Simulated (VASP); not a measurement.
# A VASP study of YB6 (LDA): structure first, properties next, part 6 of 6

Aim: relax YB6, then compute properties on the relaxed cell. The start is a computed cell from the Materials Project.

VASP 6.6.1; LDA; plane waves and PAW (Y_sv, B).

Still holding for the runs below: This run has no spin polarisation. Its electron count is odd, so without a moment it is a metal by construction.

So far. Step 13 (Volume scan with LDA, volume scale 1.04): The run ends at a pressure of -6.92 GPa, with forces up to 0.15 eV/Å.

### Step 14. Volume scan with LDA, volume scale 1.06

A prediction first. A parabola through the 6 pressures of evenly scaled cells so far, P = -0.03 -189.0 t +347 t² GPa with t = ln(V/V₁) and V₁ the volume at scale 1, gives -9.86 GPa at t = +0.0583.

File INCAR:

```
SYSTEM = YB6
PREC = Accurate
ENCUT = 420
EDIFF = 1E-06
NELM = 100
ISMEAR = 0
SIGMA = 0.05
LREAL = .FALSE.
ALGO = Normal
GGA = CA
NBANDS = 21
LASPH = .TRUE.
LORBIT = 11
LWAVE = .FALSE.
LCHARG = .FALSE.
KPAR = 4
ISIF = 2
```

File POSCAR:

```
YB6
1.0
    4.1225795448      0.0000000000      0.0000000000
    0.0000000000      4.1225795448      0.0000000000
    0.0000000000      0.0000000000      4.1225795448
Y B
1 6
Direct
    0.0000000000      0.0000000000      0.0000000000
    0.8009732135      0.5000000000      0.5000000000
    0.1990267865      0.5000000000      0.5000000000
    0.5000000000      0.5000000000      0.8009732135
    0.5000000000      0.5000000000      0.1990267865
    0.5000000000      0.1990267865      0.5000000000
    0.5000000000      0.8009732135      0.5000000000
```

File KPOINTS:

```
Automatic mesh
0
Gamma
6 6 6
0 0 0
```

Potentials, in the order of the species: Y_sv and B (LDA family, release 64).

Run with:

```console
> mpirun -np 4 vasp_std
```

Log:

```text
[... set-up lines as in an earlier step ...]
 entering main loop
       N       E                     dE             d eps       ncg     rms          rms(c)
DAV:   1     0.687016707236E+02    0.68702E+02   -0.12474E+04   840   0.109E+03
DAV:   2    -0.589143770514E+02   -0.12762E+03   -0.12306E+03  1112   0.238E+02
DAV:   3    -0.635190193450E+02   -0.46046E+01   -0.45560E+01  1307   0.392E+01
DAV:   4    -0.635968280824E+02   -0.77809E-01   -0.77652E-01  1158   0.423E+00
[...]
DAV:  12    -0.544843746338E+02    0.17859E-03   -0.60952E-04  1094   0.131E-01    0.133E-01
DAV:  13    -0.544843627357E+02    0.11898E-04   -0.79140E-05  1098   0.517E-02    0.282E-02
DAV:  14    -0.544843626982E+02    0.37473E-07   -0.25984E-06  1087   0.935E-03
   1 F= -.54484363E+02 E0= -.54483727E+02  d E =-.127227E-02
```

Elapsed: 6.6 s, on 4 MPI ranks of Intel Xeon 6975P-C (Granite Rapids), shared host; peak memory 0.59 GiB.

From OUTCAR (step 14):

```text
  Total       -4.3396417     -4.3396417     -4.3396417     -0.0000000      0.0000000     -0.0000000
  in kB      -99.2332739    -99.2332739    -99.2332739     -0.0000000      0.0000000     -0.0000000
  external PRESSURE =     -99.2332739 kB  Pullay stress =       0.0000000 kB

 POSITION                                       TOTAL-FORCE (eV/Angst)
 -----------------------------------------------------------------------------------
      0.00000      0.00000      0.00000         0.000000      0.000000      0.000000
      3.30208      2.06129      2.06129        -0.215162      0.000000      0.000000
      0.82050      2.06129      2.06129         0.215162     -0.000000      0.000000
      2.06129      2.06129      3.30208        -0.000000      0.000000     -0.215162
      2.06129      2.06129      0.82050         0.000000      0.000000      0.215162
      2.06129      0.82050      2.06129        -0.000000      0.215162     -0.000000
      2.06129      3.30208      2.06129         0.000000     -0.215162      0.000000
 -----------------------------------------------------------------------------------
    total drift:                                0.000000     -0.000000     -0.000000

  FREE ENERGIE OF THE ION-ELECTRON SYSTEM (eV)
  ---------------------------------------------------
  free  energy   TOTEN  =       -54.4843626982 eV

  energy  without entropy=      -54.4830904274  energy(sigma->0) =      -54.48372656

[... 1 part as in an earlier step ...]

[... 2 further parts left out ...]
[key lines of the parts left out:]
E-fermi :   6.3715
```

The pressure falls from -6.92 to -9.92 GPa. The parabola predicted -9.86 GPa, +0.06 GPa off.

### Step 15. Side by side

Times are for 4 MPI ranks of Intel Xeon 6975P-C (Granite Rapids), shared host. The series side by side:

```tsv
no.	volume scale	energy above the lowest point (meV/atom)	pressure (GPa)	time	memory (GiB)
1	0.94	22.01	13.00	6.8 s	0.6
2	0.96	9.49	8.248	6.6 s	0.59
3	0.98	2.31	3.928	6 s	0.6
4	1	0	-0.03535	5.8 s	0.6
5	1.02	2.14	-3.624	7 s	0.58
6	1.04	8.34	-6.918	6.8 s	0.6
7	1.06	18.26	-9.923	6.6 s	0.59
```

### Step 16. Fit for LDA

This step: Birch-Murnaghan fit, LDA; plane waves and PAW (VASP 6.6.1).

No new run; the numbers come from the runs before.

This step gave:

```
pressure derivative of the bulk modulus : 3.547
r.m.s. error of the fit                 : 1.17e-6 eV/atom
minimum inside the sampled range        : yes
bulk modulus                            : 188.5 GPa
equilibrium volume of the fit           : 9.444 Å³/atom
```

Table of energy above the fitted minimum by volume:

```tsv
volume (Å³/atom)	energy above the fitted minimum (eV/atom)
8.876	0.0220
9.065	0.00949
9.254	0.00231
9.443	-2.2e-6
9.632	0.00214
9.821	0.00834
10.009	0.0183
```

The fitted volume lies +0.01 % from the relaxed one. The atoms bear forces along the scan, since they were held; freeing them would lower the modulus.

### Step 17. Relaxing the atoms (LDA), changed input

This step: LDA; plane waves and PAW (Y_sv, B) (VASP 6.6.1).

This run is made with a changed input; what comes of it follows.

File INCAR:

```
SYSTEM = YB6
PREC = Normal
ENCUT = 250
EDIFF = 1E-06
NELM = 85
ISMEAR = 0
SIGMA = 0.05
LREAL = .FALSE.
ALGO = Normal
GGA = CA
NBANDS = 21
LASPH = .TRUE.
LORBIT = 11
LWAVE = .FALSE.
LCHARG = .FALSE.
KPAR = 4
IBRION = 2
NSW = 30
ISIF = 2
EDIFFG = -0.01
```

Edit POSCAR of step 14 so:

```diff
@@ -2,5 +2,5 @@
 1.0
-    4.1225795448      0.0000000000      0.0000000000
-    0.0000000000      4.1225795448      0.0000000000
-    0.0000000000      0.0000000000      4.1225795448
+    4.0432794235      0.0000000000      0.0000000000
+    0.0000000000      4.0432794235      0.0000000000
+    0.0000000000      0.0000000000      4.0432794235
 Y B
```

KPOINTS is that of step 14.

Run with:

```console
> mpirun -np 4 vasp_std
```

Log:

```text
[... set-up lines as in an earlier step ...]
 entering main loop
       N       E                     dE             d eps       ncg     rms          rms(c)
DAV:   1     0.372482762516E+02    0.37248E+02   -0.91455E+03   840   0.733E+02
DAV:   2    -0.609483736511E+02   -0.98197E+02   -0.95574E+02  1096   0.186E+02
DAV:   3    -0.639775379524E+02   -0.30292E+01   -0.30103E+01  1240   0.302E+01
DAV:   4    -0.640224745648E+02   -0.44937E-01   -0.44882E-01  1201   0.336E+00
DAV:   5    -0.640234087137E+02   -0.93415E-03   -0.93405E-03  1243   0.394E-01    0.158E+01
DAV:   6    -0.553155088627E+02    0.87079E+01   -0.13891E+01  1077   0.226E+01    0.142E+01
DAV:   7    -0.543778215960E+02    0.93769E+00   -0.70171E+00  1171   0.120E+01    0.128E+01
DAV:   8    -0.548151587675E+02   -0.43734E+00   -0.33936E+00   996   0.949E+00    0.478E+00
DAV:   9    -0.543508066608E+02    0.46435E+00   -0.17595E+00  1013   0.653E+00    0.287E-01
DAV:  10    -0.543557074068E+02   -0.49007E-02   -0.83601E-02  1078   0.154E+00    0.949E-01
DAV:  11    -0.543557920168E+02   -0.84610E-04   -0.19048E-03  1095   0.215E-01    0.474E-01
DAV:  12    -0.543554682568E+02    0.32376E-03   -0.76167E-04  1050   0.146E-01    0.233E-01
DAV:  13    -0.543554240908E+02    0.44166E-04   -0.16524E-04  1023   0.708E-02    0.636E-02
DAV:  14    -0.543554239830E+02    0.10779E-06   -0.87809E-06  1058   0.172E-02
   1 F= -.54355424E+02 E0= -.54354796E+02  d E =-.543554E+02
 curvature:   0.00 expect dE= 0.000E+00 dE for cont linesearch  0.000E+00
 trial: gam= 0.00000 g(F)=  0.263E-02 g(S)=  0.000E+00 ort = 0.000E+00 (trialstep = 0.100E+01)
 search vector abs. value=  0.263E-02
 bond charge predicted
       N       E                     dE             d eps       ncg     rms          rms(c)
DAV:   1    -0.543544285549E+02    0.99554E-03   -0.20819E-01   900   0.234E+00    0.216E-01
DAV:   2    -0.543532468120E+02    0.11817E-02   -0.58545E-03  1017   0.406E-01    0.898E-02
DAV:   3    -0.543529912491E+02    0.25556E-03   -0.11100E-03   966   0.160E-01    0.176E-02
DAV:   4    -0.543529924216E+02   -0.11725E-05   -0.10042E-04  1057   0.505E-02    0.130E-02
DAV:   5    -0.543529921160E+02    0.30556E-06   -0.54686E-06   945   0.121E-02
   2 F= -.54352992E+02 E0= -.54352364E+02  d E =0.243187E-02
 trial-energy change:    0.002432  1 .order    0.002485   -0.002635    0.007604
 step:   0.2633(harm=  0.2573)  dis= 0.00121  next Energy=   -54.355772 (dE=-0.348E-03)
 bond charge predicted
       N       E                     dE             d eps       ncg     rms          rms(c)
DAV:   1    -0.543565605771E+02   -0.35682E-02   -0.11180E-01   880   0.171E+00    0.160E-01
DAV:   2    -0.543559164893E+02    0.64409E-03   -0.31117E-03   992   0.296E-01    0.690E-02
DAV:   3    -0.543557790375E+02    0.13745E-03   -0.59462E-04   966   0.117E-01    0.131E-02
DAV:   4    -0.543557797815E+02   -0.74400E-06   -0.54322E-05  1030   0.370E-02    0.108E-02
DAV:   5    -0.543557796383E+02    0.14325E-06   -0.25634E-06   833   0.831E-03
   3 F= -.54355780E+02 E0= -.54355152E+02  d E =-.355655E-03
 curvature:  -0.13 expect dE=-0.328E-07 dE for cont linesearch -0.328E-07
 trial: gam=-0.00974 g(F)=  0.255E-06 g(S)=  0.000E+00 ort = 0.259E-04 (trialstep = 0.853E+00)
 search vector abs. value=  0.125E-09
 reached required accuracy - stopping structural energy minimisation
```

It took 5.2 s on 4 MPI ranks; peak memory 0.46 GiB.

Parts of OUTCAR (step 17):

```text
   ENCUT  =  250.0 eV  18.37 Ry    4.29 a.u.   5.21  5.21  5.21*2*pi/ulx,y,z

   NELECT =      29.0000    total number of electrons

 E-fermi :   6.8521

 k-point     1 :       0.0000    0.0000    0.0000
  band No.  band energies     occupation
    ...
     10      -0.2376      2.00000
     11      -0.2376      2.00000
     12       4.7593      2.00000
     13       4.7593      2.00000
     14       4.7593      2.00000
     15       7.8633      0.00000
     16       7.8633      0.00000
     17       7.9672      0.00000
     18       7.9672      0.00000
     19       7.9672      0.00000
    ...

  Total       -2.2881561     -2.2881561     -2.2881561      0.0000000     -0.0000000      0.0000000
  in kB      -55.4619274    -55.4619274    -55.4619274      0.0000000     -0.0000000      0.0000000
  external PRESSURE =     -55.4619274 kB  Pullay stress =       0.0000000 kB

 POSITION                                       TOTAL-FORCE (eV/Angst)
 -----------------------------------------------------------------------------------
      0.00000      0.00000      0.00000        -0.000000      0.000000     -0.000000
      3.23735      2.02164      2.02164        -0.000939     -0.000000     -0.000000
      0.80593      2.02164      2.02164         0.000939      0.000000      0.000000
      2.02164      2.02164      3.23735        -0.000000     -0.000000     -0.000939
      2.02164      2.02164      0.80593        -0.000000      0.000000      0.000939
      2.02164      0.80593      2.02164        -0.000000      0.000939      0.000000
      2.02164      3.23735      2.02164        -0.000000     -0.000939      0.000000
 -----------------------------------------------------------------------------------
    total drift:                                0.000000      0.000000      0.000000

  FREE ENERGIE OF THE ION-ELECTRON SYSTEM (eV)
  ---------------------------------------------------
  free  energy   TOTEN  =       -54.3557796383 eV

  energy  without entropy=      -54.3545246622  energy(sigma->0) =      -54.35515215

[... 6 parts as in an earlier step ...]

[... 11 further parts left out ...]
```

CONTCAR:

```
YB6
   1.00000000000000
     4.0432794234999996    0.0000000000000000    0.0000000000000000
     0.0000000000000000    4.0432794234999996    0.0000000000000000
     0.0000000000000000    0.0000000000000000    4.0432794234999996
  Y               B
     1     6
Direct
     0.0000000000000000    0.0000000000000000    0.0000000000000000
     0.8006734418167083    0.5000000000000000    0.5000000000000000
     0.1993265581832917    0.5000000000000000    0.5000000000000000
     0.5000000000000000    0.5000000000000000    0.8006734418167083
     0.5000000000000000    0.5000000000000000    0.1993265581832917
     0.5000000000000000    0.1993265581832917    0.5000000000000000
     0.5000000000000000    0.8006734418167083    0.5000000000000000
```

The run converged, but on settings that are not sound, so its numbers are not to be trusted.

The fault in the input: cutoff too low (ENCUT = 250 and PREC = "Normal"). Raise ENCUT.

### Step 18. Outcome

```json
{"relaxed volume": "9.443 Å³/atom", "relaxed conventional cell a, b, c": "4.043, 4.043, 4.043 Å", "space group after relaxing, within 0.02 Å": "Pm-3m (No. 221)", "band gap": "none, a metal", "DOS at the Fermi level": "0.829 states/eV/cell", "highest zone-centre mode": "1390 cm⁻¹", "bulk modulus from the fit": "189 GPa", "volume from the fit": "9.44 Å³/atom"}
```

What this shows: With LDA, YB6 relaxes to 9.443 Å³/atom in space group Pm-3m (held by the symmetry of the run), comes out as a metal and has a bulk modulus of 189 GPa at fixed shape and positions, an upper bound. Band structure (LDA): Of the bands kept, 1 crosses the Fermi level on this path. Zone-centre phonons (LDA): The highest mode in this list at Γ, 1390.5 cm⁻¹, is mostly motion of B (100 % of the kinetic energy). Spin-orbit coupling is left out; it would split some degenerate bands. With an odd electron count and no spin the cell is a metal by construction. Modes at Γ alone can't show that the crystal is stable at other wave vectors. No search among competing phases was made, and a listed structure need not be the one stable at ambient conditions. All values are for a static lattice at zero temperature.

[Lines on the potential files, build, host, timing and source positions are cut from VASP's logs without a mark.]

[Logs are printed without paths, hosts, clocks, repeated set-up lines and the standing remarks that a program may print on its own settings, such as how far it seeks lower states.]

[Hosts, paths, dates, database ids (printed as entryN), source tags and the programs' standing remarks are cut or masked in the printed files.]

[A measured line is paired with the nearest computed mode of its activity, which favours agreement.]
